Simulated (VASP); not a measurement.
Given:

```
Be4Se3Te
1.0
    0.00000     2.63105     2.63105
    2.63105     0.00000     2.63105
   10.51678    10.51678     0.00743
Be Te Se
4 1 3
Direct
  0.01830   0.01830   0.98627
  0.98272   0.98272   0.26296
  0.99461   0.99461   0.50404
  0.00504   0.00504   0.74622
  0.24928   0.24928   0.06304
  0.23934   0.23934   0.32050
  0.24991   0.24991   0.56257
  0.26080   0.26080   0.80440
```

Calculation: PBEsol GGA, VASP's PBE PAW potentials (set 64) (plane waves; VASP). Numerical set-up: 400 eV cut-off, 8×8×2 Γ-centred mesh, tetrahedra with Blöchl corrections, potentials Be Te Se.

The cores are frozen, which limits the accuracy of field gradients.

### Question
Give the principal components of the electric field gradient (V/Å²) and the asymmetry η at each nucleus.

### Answer

| atom | Vxx | Vyy | Vzz | η |
|---|---|---|---|---|
| Be1 | 0.0 | 0.0 | 0.0 | - |
| Be2 | -0.1 | -0.1 | 0.3 | - |
| Be3 | 0.2 | 0.2 | -0.4 | - |
| Be4 | 0.1 | 0.1 | -0.3 | - |
| Te5 | -43.9 | -43.9 | 87.9 | 0.00 |
| Se6 | 11.4 | 11.4 | -22.8 | 0.00 |
| Se7 | 11.2 | 11.2 | -22.4 | 0.00 |
| Se8 | 8.7 | 8.7 | -17.4 | 0.00 |

The structure was generated: Be4Se3Te was put into an ordered model structure (R3m), which need not be its known phase. It was relaxed first.
